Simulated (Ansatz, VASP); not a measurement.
# Cross-check of HfZnO3 between VASP and Ansatz, part 2 of 3

Aim: how closely do two programs agree when they are given the same cell, functional and k mesh? The cell is generated by rule, not measured, and may not be a known phase. The cell is taken from a series of runs on this material, whose earlier steps may have relaxed, scaled, displaced or heated it; both programs get it as it stands.

VASP 6.6.1 and Ansatz 0.2.0.

So far: Starting point; VASP: relaxation of cell and atoms, PBEsol, pair 1.

### Step 3. Ansatz: relaxation of cell and atoms, PBEsol, pair 1

Level of this step: Ansatz beside VASP: Kohn-Sham DFT, plane waves, PBEsol (Ansatz).

Ansatz runs on its PAW soft_1 files.

The same cell, functional and mesh now go to Ansatz, which takes its cutoff from its data sets.

input.yaml

```yaml
crystal:
  lattice:
    - [5.5496102838, 0.0, 0.0]
    - [0.0, 5.5496102838, 0.0]
    - [0.0, 0.0, 3.9296625994]
  atoms:
    - { symbol: Zn, position: [0.0, 0.5, 0.0] }
    - { symbol: Zn, position: [0.5, 0.0, 0.0] }
    - { symbol: Hf, position: [0.0, 0.0, 0.5] }
    - { symbol: Hf, position: [0.5, 0.5, 0.5] }
    - { symbol: O, position: [0.1580810847, 0.6580810847, 0.5] }
    - { symbol: O, position: [0.8419189153, 0.3419189153, 0.5] }
    - { symbol: O, position: [0.3419189153, 0.1580810847, 0.5] }
    - { symbol: O, position: [0.6580810847, 0.8419189153, 0.5] }
    - { symbol: O, position: [0.0, 0.0, 0.0] }
    - { symbol: O, position: [0.5, 0.5, 0.0] }
kpoints:
  mp_grid: { grid: [6, 6, 8] }
hamiltonian:
  xc: pbesol
  pseudopotentials: { kind: paw, azcp: { folder: soft_1 }, xc_functional: pbe }
scf:
  occupations: { method: fixed }
output:
  forces: true
  stress: true
  eigenvalues: true
relax:
  adjacent_minimum: "off"
  f_tol: 0.001
  max_steps: 60
  cell: { stress_tol: 0.01 }
```

Command:

```console
$ ansatz run input.yaml --threads 8 --pin off --max-ram 16384MiB --backend cpu --events-out ev --progress --plain --runs-dir out
```

Numbers of over 12 decimals in the logs are rounded to 6 here.

Output:

```text
Engine: ansatz 0.2.0, aarch64-unknown-linux-gnu
Pseudopotentials: kind: paw
Pseudopotential: Zn, paw, valence charge 12, recommended cutoff 420 eV (normal), soft_1/Zn.paw.azcp
Pseudopotential: Hf, paw, valence charge 26, recommended cutoff 420 eV (normal), soft_1/Hf.paw.azcp
Pseudopotential: O, paw, valence charge 6, recommended cutoff 420 eV (normal), soft_1/O.paw.azcp
Functional definition: PBEsol
  exchange = pbesol_x
  correlation = pbesol_c
Crystal: 10 atoms, lattice volume = 121.026 Å³
Basis set: ecut = 420 eV, 2393 PW (Γ), exchange–correlation on 80×80×54 points (8 copies of the dense FFT grid, shifted against one another)
Bands: 68, of which v1, the nominal top of the filled ones, is band 56 counted from 1 (55 counted from 0)
Symmetry: 16 space group operations
Space group: P4/mbm (ITA 127), of the structure as read, at distance tolerance 4.9e-5 Å
k-points: 50 of 288
Non-local potential: Zn, projectors of the file, l = 0: 2, l = 1: 2, l = 2: 3, l = 3: 1
Non-local potential: Hf, projectors of the file, l = 0: 3, l = 1: 2, l = 2: 2, l = 3: 3
Non-local potential: O, projectors of the file, l = 0: 2, l = 1: 2, l = 2: 1
PAW form: soft (Blöchl's): semilocal exchange-correlation on the pseudo side does not see the compensation charge
PAW frozen core: Zn, regenerated for the run's functional, and the local potential with it (the file was generated under x = pbe(κ = 0.804, μ = 0.219515), c = pbe(β = 0.066725))
PAW frozen core: Hf, regenerated for the run's functional, and the local potential with it (the file was generated under x = pbe(κ = 0.804, μ = 0.219515), c = pbe(β = 0.066725))
PAW frozen core: O, regenerated for the run's functional, and the local potential with it (the file was generated under x = pbe(κ = 0.804, μ = 0.219515), c = pbe(β = 0.066725))
PAW one-centre angular grid: Zn, 590 points (default); XC on 64 Gauss nodes
PAW one-centre angular grid: Hf, 590 points (default); XC on 64 Gauss nodes
PAW one-centre angular grid: O, 110 points (default); XC on 64 Gauss nodes
Initial density: superposition of atomic densities (chi_scale 0.1, normalization cell, long waves kept (reshape's long-wave potential 0.00 eV rms))
Initial wavefunctions: pseudopotential atomic-orbital guess
Functional: x = pbesol(κ = 0.804, μ = 0.123457), c = pbesol(β = 0.046)
SCF iter   1: F=—  HF=-41137.292684 eV  |F-HF|=—  |Δ(HF+E_count)|=         —  Δρ=1.08e-1  dr2=1.57e1  ethr=3.10e-3  ⟨swp⟩=4.1  Hψ=10387  notcnv=0  defer=336
preconditioner: auto → Resta (q_TF=auto, 2.693 Å⁻¹)  ε∞=5.4  [insulator: Δε(μ)=1.042 eV  Ē_g=16.747 eV  n_scr=38 (ndim 8)  ℏωp=35.1 eV  f_vac=0.000  ε∞_Penn≈5.4]
SCF iter   2: F=—  HF=-41133.424064 eV  |F-HF|=—  |Δ(HF+E_count)|=    3.87e0  Δρ=4.44e-2  dr2=3.32e0  ethr=3.10e-3  ⟨swp⟩=2.0  Hψ=7115  notcnv=0  defer=485
SCF iter   3: F=—  HF=-41132.313082 eV  |F-HF|=—  |Δ(HF+E_count)|=    1.11e0  Δρ=2.63e-2  dr2=9.63e-1  ethr=2.96e-3  ⟨swp⟩=2.0  Hψ=6073  notcnv=0  defer=486
SCF iter   4: F=—  HF=-41132.008637 eV  |F-HF|=—  |Δ(HF+E_count)|=   3.04e-1  Δρ=8.53e-3  dr2=5.85e-2  ethr=8.60e-4  ⟨swp⟩=2.0  Hψ=6773  notcnv=0  defer=482
SCF iter   5: F=—  HF=-41132.037185 eV  |F-HF|=—  |Δ(HF+E_count)|=   2.85e-2  Δρ=4.20e-3  dr2=2.18e-2  ethr=5.22e-5  ⟨swp⟩=2.2  Hψ=5789  notcnv=0  defer=499
SCF iter   6: F=—  HF=-41132.022006 eV  |F-HF|=—  |Δ(HF+E_count)|=   1.52e-2  Δρ=1.17e-3  dr2=1.57e-3  ethr=1.95e-5  ⟨swp⟩=2.6  Hψ=6131  notcnv=0  defer=500
SCF iter   7: F=—  HF=-41132.022762 eV  |F-HF|=—  |Δ(HF+E_count)|=   7.56e-4  Δρ=6.48e-4  dr2=4.27e-4  ethr=1.40e-6  ⟨swp⟩=2.0  Hψ=6053  notcnv=0  defer=500
SCF iter   8: F=—  HF=-41132.022820 eV  |F-HF|=—  |Δ(HF+E_count)|=   5.73e-5  Δρ=3.62e-4  dr2=1.37e-4  ethr=3.81e-7  ⟨swp⟩=2.0  Hψ=5596  notcnv=0  defer=396
SCF iter   9: F=—  HF=-41132.022824 eV  |F-HF|=—  |Δ(HF+E_count)|=   4.76e-6  Δρ=7.76e-5  dr2=6.14e-6  ethr=1.22e-7  ⟨swp⟩=2.1  Hψ=5615  notcnv=0  defer=260
SCF iter  10: F=—  HF=-41132.023171 eV  |F-HF|=—  |Δ(HF+E_count)|=   3.47e-4  Δρ=4.24e-5  dr2=1.49e-6  ethr=5.48e-9  ⟨swp⟩=2.0  Hψ=6196  notcnv=0  defer=257
[...]
SCF 1 converged in 12 iterations: F = -41132.023171 eV  dr2 = 2.45e-8
  greatest PAW one-centre occupation: 0.999 electrons in one spin orbital (limit 2), on the Hf atom at site 3 (counted from 0), in its partial waves of l = 0
relax step   1: F+E_penalty+E_count = -41132.02317055 eV  Δ(F+E_penalty+E_count) = +0.000e0 eV  max|allowed force component| = 3.820e-4 eV/Å  Δτ_max = 0.0000 Å  P = +0.005 GPa  Ω = 121.026 Å³  (12 SCF iters, dr2 threshold 1.00e-7 eV, accepted)
Initial density: handed on by an earlier stage of this run
Initial wavefunctions: pseudopotential atomic-orbital guess (no wavefunctions were taken with the density)
iter 1 solved again at ethr=1.29e-7 eV; its pass at ethr=3.10e-3 eV (dr2=1.44e-4 eV) is discarded
SCF iter   1: F=—  HF=-41132.022828 eV  |F-HF|=—  |Δ(HF+E_count)|=         —  Δρ=6.93e-6  dr2=2.90e-8  ethr=1.29e-7  ⟨swp⟩=3.1  Hψ=20003  notcnv=0  defer=500
eigensolver tolerance schedule: the retry pair's looser diagonalisation over-reported the residual by 4973.83 of it (diagonalisation noise at 0.26 of the residual, at the tolerance the schedule requests for it); recorded, not acted on — ethr = c·dr2/N_el stays at c = 1.0e-1
preconditioner: auto → Resta (q_TF=auto, 2.693 Å⁻¹)  ε∞=6.1  [insulator: Δε(μ)=0.507 eV  Ē_g=15.458 eV  n_scr=38 (ndim 8)  ℏωp=35.1 eV  f_vac=0.016  ε∞_Penn≈6.1]
SCF iter   2: F=—  HF=-41132.023171 eV  |F-HF|=—  |Δ(HF+E_count)|=   3.43e-4  Δρ=5.67e-6  dr2=2.07e-8  ethr=2.59e-11  ⟨swp⟩=3.3  Hψ=8721  notcnv=0  defer=451
SCF iter   3: F=—  HF=-41132.023171 eV  |F-HF|=—  |Δ(HF+E_count)|=   1.04e-9  Δρ=3.15e-6  dr2=6.65e-9  ethr=1.85e-11  ⟨swp⟩=2.0  Hψ=5317  notcnv=0  defer=451
SCF iter   4: F=—  HF=-41132.023171 eV  |F-HF|=—  |Δ(HF+E_count)|=   2.63e-9  Δρ=1.11e-6  dr2=1.33e-9  ethr=5.94e-12  ⟨swp⟩=2.3  Hψ=4607  notcnv=0  defer=451
SCF iter   5: F=—  HF=-41132.023171 eV  |F-HF|=—  |Δ(HF+E_count)|=  1.96e-10  Δρ=6.75e-7  dr2=2.38e-10  ethr=1.19e-12  ⟨swp⟩=2.0  Hψ=5493  notcnv=0  defer=451
SCF iter   6: F=—  HF=-41132.023171 eV  |F-HF|=—  |Δ(HF+E_count)|=  7.28e-12  Δρ=4.69e-7  dr2=9.87e-11  ethr=1.00e-12  ⟨swp⟩=1.8  Hψ=4752  notcnv=0  defer=451
SCF iter   7: F=—  HF=-41132.023171 eV  |F-HF|=—  |Δ(HF+E_count)|=  1.46e-11  Δρ=1.32e-7  dr2=9.78e-12  ethr=1.00e-12  ⟨swp⟩=1.0  Hψ=3124  notcnv=0  defer=451
SCF iter   8: F=—  HF=-41132.023171 eV  |F-HF|=—  |Δ(HF+E_count)|=  7.28e-12  Δρ=9.52e-8  dr2=5.01e-12  ethr=1.00e-12  ⟨swp⟩=11.7  Hψ=19021  notcnv=0
SCF iter   9: F=-41132.023171 eV  HF=-41132.023171 eV  |F-HF|=2.18e-11  |Δ(HF+E_count)|=  7.28e-12  Δρ=5.21e-8  dr2=1.18e-12  ethr=1.00e-12  ⟨swp⟩=5.0  Hψ=13783  notcnv=0
SCF 2 converged in 9 iterations: F = -41132.023171 eV  dr2 = 1.18e-12
relax step   2: F+E_penalty+E_count = -41132.02317056 eV  Δ(F+E_penalty+E_count) = -8.418e-9 eV  max|allowed force component| = 3.844e-4 eV/Å  Δτ_max = 0.0000 Å  P = +0.005 GPa  Ω = 121.026 Å³  stress off target by 4.71e-3 GPa  SCF on the basis re-selected at this cell (its energy is not comparable with the rows above)  (9 SCF iters)
basis re-selected at this cell: Δ(F+E_penalty+E_count) = -8.418e-9 eV, ΔP = +0.000 GPa vs the last step (what re-selecting the basis moved, of the pressure what is left beyond the Pulay correction that the steps carried, after the strain that the cell walked since its last selection, with what the two solves' SCF thresholds leave and, on support functions, any second-order correction that the steps lacked; it is no m [...]
SCF converged after 9 iterations
Free energy (F): -41132.023171 eV
Harris-Foulkes:  -41132.023171 eV  (|F-HF|=2.18e-11)
Internal energy: -41132.023171 eV  (E = F + TS)
E sigma→0 (E₀):  -41132.023171 eV
Fermi energy:    10.081104 eV
--- Per-component energies (eV) ---
  E_band       = -126.161943
  E_kinetic    = 2108.165604
  E_local      = -19996.838612  (includes V_loc(G=0)·N_el)
  E_nonlocal   = 2115.226172
  E_hartree    = 9023.263670
  E_xc         = -1103.361305
  E_vxc        = -1149.108670  (∫ρ·V_xc dr)
  E_paw        = -19829.794353  (= ΣΔE_a)
  E_vpaw       = -1250.137957  (= ΣTr[D̂ρ^β])
  E_aug_tail   = 0.004218  (compensation charges beyond the density's cutoff)
  E_ewald      = -13452.997116
  E_core_change = 4.308551  (= ΣΔE_core)
  E_smearing   = -0.000000  (= −TS)
  E_closure    = -0.000000  (closes the sum)
  Σ components = -41132.023171   (vs F -41132.023171, Δ=0.00e0)
--- Forces (eV/Å), atoms counted from 1 ---
  atom   1  Zn     0.00000000     0.00000000     0.00000000
  atom   2  Zn     0.00000000    -0.00000000     0.00000000
  atom   3  Hf    -0.00000000     0.00000000     0.00000000
  atom   4  Hf     0.00000000    -0.00000000     0.00000000
  atom   5  O      0.00038440     0.00038440     0.00000000
  atom   6  O     -0.00038440    -0.00038440     0.00000000
  atom   7  O     -0.00038440     0.00038440     0.00000000
  atom   8  O      0.00038440    -0.00038440     0.00000000
  atom   9  O     -0.00000000     0.00000000     0.00000000
  atom  10  O     -0.00000000    -0.00000000     0.00000000
  max |Σ_I F_I| component: 3.12e-17 eV/Å
--- Stress (GPa, compression-positive) ---
        0.004710       0.000000       0.000000
        0.000000       0.004710       0.000000
        0.000000       0.000000       0.004626
  P = ⅓ Tr σ = 0.0047 GPa (0.047 kbar)
--- Band table (eV; the first three rows and the last of 50) ---
  k-point 0: bands = [... 52 lower, 9.2455, 9.5632, 9.9640, 9.9640, 10.5877, 12.6752, 14.2791, 14.2791, ... 8 higher]
  k-point 1: bands = [... 52 lower, 9.0034, 9.0034, 9.9961, 9.9961, 11.1257, 12.8046, 14.6749, 14.6749, ... 8 higher]
  k-point 2: bands = [... 52 lower, 9.3844, 9.3844, 10.0606, 10.0606, 12.2236, 12.9925, 15.2454, 15.5373, ... 8 higher]
  k-point 49: bands = [... 52 lower, 8.9863, 8.9863, 9.3262, 9.3262, 14.0323, 14.0323, 15.3341, 15.3341, ... 8 higher]
--- Relaxed structure (1 steps of the walk, 1 accepted, 1 SCFs on fresh bases) ---
  F+E_penalty+E_count = -41132.02317056 eV   max|allowed force component| = 3.844e-4 eV/Å   (the final SCF, on the basis selected at the relaxed cell)
  cell:  # Å, volume = 121.0264 Å³
    - [5.5496102838, 0.0, 0.0]
    - [0.0, 5.5496102838, 0.0]
    - [0.0, 0.0, 3.9296625994]
  atoms:
    - { symbol: Zn, position: [0.0, 0.5, 0.0] }
    - { symbol: Zn, position: [0.5, 0.0, 0.0] }
    - { symbol: Hf, position: [0.0, 0.0, 0.5] }
    - { symbol: Hf, position: [0.5, 0.5, 0.5] }
    - { symbol: O, position: [0.1580810847, 0.6580810847, 0.5] }
    - { symbol: O, position: [0.841919, 0.3419189153, 0.5] }
    - { symbol: O, position: [0.3419189153, 0.1580810847, 0.5] }
    - { symbol: O, position: [0.6580810847, 0.841919, 0.5] }
    - { symbol: O, position: [0.0, 0.0, 0.0] }
    - { symbol: O, position: [0.5, 0.5, 0.0] }
```

In the SCF lines HF is the Harris–Foulkes energy and dr2 the Hartree energy of the density residual, in eV; the loop may stop once dr2 is under the threshold and the program's other checks hold. Hψ counts applications of the Hamiltonian.

### Step 4. Side by side

Known differences besides the potentials themselves: fixed occupations in Ansatz, narrow Gaussian smearing in VASP; the data sets hold 112 valence electrons in Ansatz (on its PAW soft_1 files) and 80 in VASP; the cutoff is 420 eV in Ansatz and 600 eV in VASP; Ansatz makes its cores anew for this functional, VASP keeps those of its PBE data sets; Ansatz adds a Pulay correction to the stress that steers its cell, VASP none. Total energies have different zeros and are not compared.

The two programs side by side:

| quantity | Ansatz | VASP | difference |
| --- | --- | --- | --- |
| volume (Å³) | 121.03 | 119.90 | +0.94 % |
| edge a after relaxation, in the typed setting (Å) | 5.550 | 5.528 | +0.39 % |
| edge c after relaxation, in the typed setting (Å) | 3.930 | 3.923 | +0.17 % |

### Step 5. VASP: relaxation of cell and atoms, PBEsol, pair 2

The relaxed volume is the usual yardstick between codes: in a stiff, nearly cubic crystal its relative difference is about their pressure difference at one cell divided by the bulk modulus.

INCAR

```
SYSTEM = HfZnO3
PREC = Accurate
ENCUT = 600
EDIFF = 1E-07
NELM = 120
ISMEAR = 0
SIGMA = 0.01
LREAL = .FALSE.
ALGO = Normal
GGA = PS
NBANDS = 50
LASPH = .TRUE.
LORBIT = 11
LWAVE = .FALSE.
LCHARG = .FALSE.
ISIF = 3
IBRION = 2
NSW = 80
EDIFFG = -0.005
GGA_COMPAT = .FALSE.
NELMIN = 4
EFERMI = MIDGAP
KPAR = 2
```

POSCAR

```
HfZnO3
1.0
    3.8026980000      0.0000000000      0.0000000000
    0.0000000000      4.0067710000      4.0241990000
    0.0000000000     -4.0067710000      4.0241990000
Zn Hf O
2 2 6
Direct
    0.0000000000      0.4606247107      0.4606247107
    0.0000000000      0.0841738940      0.0841738940
    0.5000000000      0.5133751434      0.9886174270
    0.5000000000      0.9886174270      0.5133751434
    0.5000000000      0.6743924453      0.3431548977
    0.5000000000      0.3431548977      0.6743924453
    0.5000000000      0.8207649522      0.8207649522
    0.5000000000      0.1471212035      0.1471212035
    0.0000000000      0.4630091987      0.0903153263
    0.0000000000      0.0903153263      0.4630091987
```

KPOINTS

```
Automatic mesh
0
Gamma
6 4 4
0 0 0
```

PAW data sets: Zn, Hf_pv and O (PBE family, release 64).

Command:

```console
$ mpirun -np 2 vasp_std
```

Output:

```text
[banner, memory and clock lines left out]
running    2 mpi-ranks, on    1 nodes
[...]
[... a notice as in an earlier step ...]

 LDA part: xc-table for (Slater+PW92), standard interpolation
 POSCAR, INCAR and KPOINTS ok, starting setup
[...]
entering main loop
       N       E                     dE             d eps       ncg     rms          rms(c)
DAV:   1     0.923049514904E+03    0.92305E+03   -0.42164E+04  2800   0.210E+03
DAV:   2     0.448810324785E+02   -0.87817E+03   -0.82081E+03  2992   0.543E+02
DAV:   3    -0.875166698135E+02   -0.13240E+03   -0.12786E+03  3160   0.195E+02
DAV:   4    -0.936083073558E+02   -0.60916E+01   -0.60485E+01  3302   0.441E+01
[...]
DAV:  15    -0.799393675900E+02   -0.10328E-06   -0.11351E-05  3500   0.218E-02    0.206E-02
DAV:  16    -0.799393678175E+02   -0.22747E-06   -0.52884E-06  3450   0.129E-02    0.304E-03
DAV:  17    -0.799393678646E+02   -0.47068E-07   -0.40707E-07  3106   0.559E-03
   1 F= -.79939368E+02 E0= -.79939368E+02  d E =-.799394E+02
[... from here on, the cycles between the ionic steps are left out ...]
   2 F= -.79940780E+02 E0= -.79940780E+02  d E =-.141247E-02
   6 F= -.79949530E+02 E0= -.79949530E+02  d E =-.391762E-02
   7 F= -.79949774E+02 E0= -.79949774E+02  d E =-.244162E-03
   8 F= -.79949780E+02 E0= -.79949780E+02  d E =-.250689E-03
   9 F= -.79949948E+02 E0= -.79949948E+02  d E =-.167340E-03
  10 F= -.79950054E+02 E0= -.79950054E+02  d E =-.273517E-03
  11 F= -.79950068E+02 E0= -.79950068E+02  d E =-.287667E-03
  12 F= -.79950125E+02 E0= -.79950125E+02  d E =-.573700E-04
  13 F= -.79950175E+02 E0= -.79950175E+02  d E =-.107422E-03
  14 F= -.79950190E+02 E0= -.79950190E+02  d E =-.149702E-04
  15 F= -.79950192E+02 E0= -.79950192E+02  d E =-.166464E-04
  16 F= -.79950202E+02 E0= -.79950202E+02  d E =-.969745E-05
 trial-energy change:   -0.000010  1 .order   -0.000009   -0.000015   -0.000004
 step:   1.1063(harm=  1.1063)  dis= 0.00066  next Energy=   -79.950202 (dE=-0.100E-04)
 reached required accuracy - stopping structural energy minimisation
```

From OUTCAR (step 5):

```text
  Total        0.0213999      0.0138233     -0.0109153      0.0000000      0.0000000      0.0000000
  in kB        0.2822840      0.1823425     -0.1439831      0.0000000      0.0000000      0.0000000
  external PRESSURE =       0.1068811 kB  Pullay stress =       0.0000000 kB

 POSITION                                       TOTAL-FORCE (eV/Angst)
 -----------------------------------------------------------------------------------
      0.00000      0.00000      3.69061         0.000000      0.000000     -0.003310
      0.00000      0.00000      0.64696         0.000000      0.000000      0.000107
      1.90361     -1.90313      6.01663         0.000000     -0.000505     -0.004780
      1.90361      1.90313      6.01663         0.000000      0.000505     -0.004780
      1.90361      1.32386      4.07058         0.000000      0.000924      0.001742
      1.90361     -1.32386      4.07058         0.000000     -0.000924      0.001742
      1.90361      0.00000      6.57797         0.000000      0.000000      0.003781
      1.90361      0.00000      1.19257         0.000000      0.000000      0.000739
      0.00000      1.49956      2.20684         0.000000      0.000246      0.002379
      0.00000     -1.49956      2.20684         0.000000     -0.000246      0.002379
 -----------------------------------------------------------------------------------
    total drift:                                0.000000     -0.000003     -0.000273

  FREE ENERGIE OF THE ION-ELECTRON SYSTEM (eV)
  ---------------------------------------------------
  free  energy   TOTEN  =       -79.9502017985 eV

  energy  without entropy=      -79.9502017985  energy(sigma->0) =      -79.95020180

[... 1 part as in an earlier step ...]

[... 3 further parts left out ...]
[key lines of the parts left out:]
E-fermi :   2.6839
```

The run keeps the 4 symmetry operations of its start, so it cannot find a distortion of lower symmetry.

### Step 6. Ansatz: relaxation of cell and atoms, PBEsol, pair 2

The same cell, functional and mesh now go to Ansatz, which takes its cutoff from its data sets.

The cell is taken from a series of runs on this material, whose earlier steps may have relaxed, scaled, displaced or heated it; both programs get it as it stands.

input.yaml, the sections that differ from step 3:

```yaml
crystal:
  lattice:
    - [3.8026978136, 0.0, 0.0]
    - [0.0, 4.0067705468, 4.024199153]
    - [0.0, -4.0067705468, 4.024199153]
  atoms:
    - { symbol: Zn, position: [0.0, 0.4606246312, 0.4606246312] }
    - { symbol: Zn, position: [0.0, 0.0841738782, 0.0841738782] }
    - { symbol: Hf, position: [0.5, 0.5133749904, 0.9886174232] }
    - { symbol: Hf, position: [0.5, 0.9886174232, 0.5133749904] }
    - { symbol: O, position: [0.5, 0.674392353, 0.3431548821] }
    - { symbol: O, position: [0.5, 0.3431548821, 0.674392353] }
    - { symbol: O, position: [0.5, 0.8207648685, 0.8207648685] }
    - { symbol: O, position: [0.5, 0.1471211837, 0.1471211837] }
    - { symbol: O, position: [0.0, 0.4630091813, 0.0903153006] }
    - { symbol: O, position: [0.0, 0.0903153006, 0.4630091813] }
kpoints:
  mp_grid: { grid: [6, 4, 4] }
# hamiltonian, scf, output, relax: as in step 3
```

Command:

```console
$ ansatz run input.yaml --threads 8 --pin off --max-ram 16384MiB --backend cpu --events-out ev --progress --plain --runs-dir out
```

Output:

```text
[...]
Crystal: 10 atoms, lattice volume = 122.630 Å³
Basis set: ecut = 420 eV, 2421 PW (Γ), exchange–correlation on 54×80×80 points (8 copies of the dense FFT grid, shifted against one another)
Bands: 68, of which v1, the nominal top of the filled ones, is band 56 counted from 1 (55 counted from 0)
Symmetry: 4 space group operations
[...]
k-points: 28 of 96 (time reversal used)
[...]
- { symbol: Zn, position: [0, 0.084196, 0.084196] }
    - { symbol: Hf, position: [0.5, 0.513374, 0.988612] }
    - { symbol: Hf, position: [0.5, 0.988612, 0.513374] }
    - { symbol: O, position: [0.5, 0.674387, 0.343179] }
    - { symbol: O, position: [0.5, 0.343179, 0.674387] }
    - { symbol: O, position: [0.5, 0.820737, 0.820737] }
    - { symbol: O, position: [0.5, 0.147069, 0.147069] }
    - { symbol: O, position: [0, 0.462991, 0.090370] }
    - { symbol: O, position: [0, 0.090370, 0.462991] }
[key lines of the parts left out:]
SCF converged after 6 iterations
Free energy (F): -41133.192140 eV
Fermi energy:    9.857072 eV
P = ⅓ Tr σ = 0.0001 GPa (0.001 kbar)
```

### Step 7. Comparison

What differs besides the data sets and the points named for the pairs above, as far as they apply: the data sets hold 112 valence electrons in Ansatz (on its PAW soft_1 files) and 80 in VASP. Total energies have different zeros and are not compared.

The two programs side by side:

```
                                         quantity  Ansatz    VASP  difference
                                      volume (Å³)  122.63  121.46     +0.96 %
edge a after relaxation, in the typed setting (Å)   3.802   3.807     -0.13 %
edge b after relaxation, in the typed setting (Å)   5.679   5.648     +0.54 %
```

(Continued in part 3 of 3.)

[Lines on the potential files, build, host, timing and source positions are cut from VASP's logs without a mark.]

[Logs are printed without paths, hosts, clocks, repeated set-up lines and the standing remarks that a program may print on its own settings, such as how far it seeks lower states.]

[Hosts, paths, dates, database ids (printed as entryN), source tags and the programs' standing remarks are cut or masked in the printed files.]
